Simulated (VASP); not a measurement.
All values below come from PBEsol GGA, VASP's PBE PAW potentials (set 64) (plane waves; VASP).

VASP input:

### POSCAR
```
TiC
1.0
  0.0000000000   2.1475313647   2.1475313647
  2.1475313647   0.0000000000   2.1475313647
  2.1475313647   2.1475313647   0.0000000000
Ti C
1 1
Cartesian
  0.0000000000   0.0000000000   0.0000000000
  2.1475313647   2.1475313647   2.1475313647
```

### KPOINTS
```
Automatic mesh
0
G
14 14 14
0 0 0
```

**INCAR**
```
ALGO=Normal
EDIFF=1E-7
EDIFFG=-0.01
ENCUT=600
GGA=PS
IBRION=2
ISIF=3
ISMEAR=1
LASPH=.TRUE.
LCHARG=.FALSE.
LMAXMIX=4
LREAL=.FALSE.
LWAVE=.FALSE.
NELM=100
NSW=40
PREC=Accurate
PSTRESS=20
SIGMA=0.1
SYSTEM=TiC
```

POTCAR, in this order: Ti_sv C (PBE.64 set). Program: vasp_std.

Output of the run:

File OSZICAR:
```
       N       E                     dE             d eps       ncg     rms          rms(c)
DAV:   1     0.126115434731E+03    0.12612E+03   -0.92314E+03  2496   0.179E+03
DAV:   2    -0.143584587597E+02   -0.14047E+03   -0.13386E+03  2572   0.405E+02
DAV:   3    -0.246346527499E+02   -0.10276E+02   -0.97251E+01  3316   0.102E+02
DAV:   4    -0.251464219314E+02   -0.51177E+00   -0.51060E+00  3232   0.213E+01
DAV:   5    -0.251639304737E+02   -0.17509E-01   -0.17507E-01  3376   0.353E+00    0.194E+01
DAV:   6    -0.203624292014E+02    0.48015E+01   -0.29280E+01  2960   0.703E+01    0.675E+00
DAV:   7    -0.198399783417E+02    0.52245E+00   -0.39769E+00  2912   0.264E+01    0.517E+00
DAV:   8    -0.198004674165E+02    0.39511E-01   -0.19912E-01  2660   0.638E+00    0.220E+00
DAV:   9    -0.198072463833E+02   -0.67790E-02   -0.80792E-02  2908   0.316E+00    0.910E-01
DAV:  10    -0.198027988083E+02    0.44476E-02   -0.17951E-02  3016   0.214E+00    0.385E-01
DAV:  11    -0.198023430890E+02    0.45572E-03   -0.34749E-03  2872   0.783E-01    0.836E-02
DAV:  12    -0.198022562758E+02    0.86813E-04   -0.34979E-04  2720   0.313E-01    0.261E-02
DAV:  13    -0.198022408816E+02    0.15394E-04   -0.34105E-05  3552   0.910E-02    0.491E-03
DAV:  14    -0.198022407006E+02    0.18093E-06   -0.91236E-07  2908   0.116E-02    0.178E-03
DAV:  15    -0.198022406806E+02    0.19981E-07   -0.33812E-07  2676   0.425E-03
   1 F= -.19554973E+02 E0= -.19554989E+02  d E =-.195550E+02
       N       E                     dE             d eps       ncg     rms          rms(c)
DAV:   1    -0.198612960766E+02   -0.59055E-01   -0.14965E+00  2544   0.201E+01    0.258E+00
DAV:   2    -0.198045343417E+02    0.56762E-01   -0.28444E-01  2712   0.868E+00    0.706E-01
DAV:   3    -0.197946206250E+02    0.99137E-02   -0.42156E-02  2856   0.225E+00    0.291E-01
DAV:   4    -0.197947205006E+02   -0.99876E-04   -0.15696E-02  2700   0.132E+00    0.170E-01
DAV:   5    -0.197957851929E+02   -0.10647E-02   -0.14670E-03  2984   0.414E-01    0.607E-02
DAV:   6    -0.197962804094E+02   -0.49522E-03   -0.12099E-03  3548   0.186E-01    0.569E-02
DAV:   7    -0.197963491112E+02   -0.68702E-04   -0.15705E-04  2948   0.129E-01    0.918E-03
DAV:   8    -0.197963486595E+02    0.45168E-06   -0.16780E-05  2788   0.431E-02    0.969E-03
DAV:   9    -0.197963506709E+02   -0.20115E-05   -0.14171E-06  2788   0.132E-02    0.295E-03
DAV:  10    -0.197963512021E+02   -0.53117E-06   -0.89168E-07  3468   0.719E-03    0.614E-04
DAV:  11    -0.197963512013E+02    0.84356E-09   -0.14441E-08  1348   0.135E-03
   2 F= -.19553868E+02 E0= -.19553870E+02  d E =0.110509E-02
       N       E                     dE             d eps       ncg     rms          rms(c)
DAV:   1    -0.198241838513E+02   -0.27833E-01   -0.51761E-01  2540   0.120E+01    0.155E+00
DAV:   2    -0.198049497410E+02    0.19234E-01   -0.11474E-01  2732   0.536E+00    0.445E-01
DAV:   3    -0.198006820369E+02    0.42677E-02   -0.17150E-02  2872   0.149E+00    0.169E-01
DAV:   4    -0.198007750387E+02   -0.93002E-04   -0.53608E-03  2700   0.738E-01    0.970E-02
DAV:   5    -0.198012352983E+02   -0.46026E-03   -0.69311E-04  3124   0.246E-01    0.304E-02
DAV:   6    -0.198013239320E+02   -0.88634E-04   -0.27685E-04  3456   0.934E-02    0.272E-02
DAV:   7    -0.198013404960E+02   -0.16564E-04   -0.93936E-05  2872   0.103E-01    0.328E-02
DAV:   8    -0.198013456365E+02   -0.51405E-05   -0.28737E-05  2544   0.730E-02    0.363E-03
DAV:   9    -0.198013461134E+02   -0.47688E-06   -0.78049E-07  3172   0.928E-03    0.165E-03
DAV:  10    -0.198013460706E+02    0.42734E-07   -0.37941E-07  2616   0.326E-03
   3 F= -.19556071E+02 E0= -.19556082E+02  d E =-.109845E-02
```

File OUTCAR:
```
------------------------ aborting loop because EDIFF is reached ----------------------------------------
  FORCE on cell =-STRESS in cart. coord.  units (eV):
  Direction    XX          YY          ZZ          XY          YZ          ZX
  --------------------------------------------------------------------------------------
  Total        0.2454243      0.2454243      0.2454243      0.0000000      0.0000000     -0.0000000
  in kB       20.0121746     20.0121746     20.0121746      0.0000000      0.0000000     -0.0000000
  external PRESSURE =       0.0121746 kB  Pullay stress =      20.0000000 kB
  volume of cell :       19.65
      direct lattice vectors                 reciprocal lattice vectors
    -0.000000000  2.141745870  2.141745870    -0.233454401  0.233454401  0.233454401
     2.141745870 -0.000000000  2.141745870     0.233454401 -0.233454401  0.233454401
     2.141745870  2.141745870 -0.000000000     0.233454401  0.233454401 -0.233454401
 POSITION                                       TOTAL-FORCE (eV/Angst)
 -----------------------------------------------------------------------------------
      0.00000     -0.00000      0.00000         0.000000      0.000000      0.000000
      2.14175      2.14175      2.14175        -0.000000     -0.000000     -0.000000
 -----------------------------------------------------------------------------------
    total drift:                                0.000000     -0.000000     -0.000000
  FREE ENERGIE OF THE ION-ELECTRON SYSTEM (eV)
  ---------------------------------------------------
  free  energy   TOTEN  =       -19.8013460706 eV

  energy  without entropy=      -19.8013789490  energy(sigma->0) =      -19.80135703
  enthalpy is  TOTEN    =       -19.5560711053 eV   P V=        0.2452749653

 reached required accuracy - stopping structural energy minimisation
```
(Selected blocks of OUTCAR.)

**CONTCAR**
```
TiC
   1.00000000000000
    -0.0000000000000000    2.1417458695175333    2.1417458695175333
     2.1417458695175333   -0.0000000000000000    2.1417458695175333
     2.1417458695175333    2.1417458695175333   -0.0000000000000000
  Ti              C
     1     1
Direct
     0.0000000000000000    0.0000000000000000    0.0000000000000000
     0.5000000000000000    0.5000000000000000    0.5000000000000000
```

### OUTCAR
```
 val. band max:        9.6901246236   @ k =   0.3571   0.2857   0.0000

 cond. band min:       9.7049559275   @ k =   0.5000   0.5000   0.0000


 Fermi energy:         9.6996340422

 k-point     1 :       0.0000    0.0000    0.0000
  band No.  band energies     occupation
      1     -46.5353      2.00000
      2     -22.6436      2.00000
      3     -22.6436      2.00000
      4     -22.6436      2.00000
      5      -2.8234      2.00000
      6      10.3722     -0.00000
      7      10.3722     -0.00000
      8      10.3722     -0.00000
      9      11.4466     -0.00000
     10      11.4466     -0.00000
     11      11.4466     -0.00000
     12      11.4953     -0.00000

 k-point     2 :       0.0714    0.0000    0.0000
  band No.  band energies     occupation
      1     -46.5310      2.00000
      2     -22.6733      2.00000
      3     -22.6463      2.00000
      4     -22.6463      2.00000
      5      -2.7022      2.00000
      6       9.8115     -0.06689
      7      10.0869     -0.00000
      8      10.0869     -0.00000
      9      10.7303     -0.00000
     10      10.7303     -0.00000
     11      11.7412      0.00000
     12      12.6751      0.00000

 k-point     3 :       0.1429    0.0000    0.0000
  band No.  band energies     occupation
      1     -46.5190      2.00000
      2     -22.7556      2.00000
      3     -22.6540      2.00000
      4     -22.6540      2.00000
      5      -2.3485      2.00000
      6       8.7393      2.00000
      7       9.1659      2.00000
      8       9.1659      2.00000
      9      10.8940     -0.00000
     10      10.8940     -0.00000
     11      12.1225      0.00000
     12      13.9466      0.00000

 k-point     4 :       0.2143    0.0000    0.0000
  band No.  band energies     occupation
      1     -46.5016      2.00000
      2     -22.8727      2.00000
      3     -22.6649      2.00000
      4     -22.6649      2.00000
      5      -1.7917      2.00000
      6       7.5137      2.00000
...
```

The compound is TiC in the rock salt structure. This run relaxes it under an external pressure of 2 GPa. Symmetry was kept, so distortions that lower it aren't found.
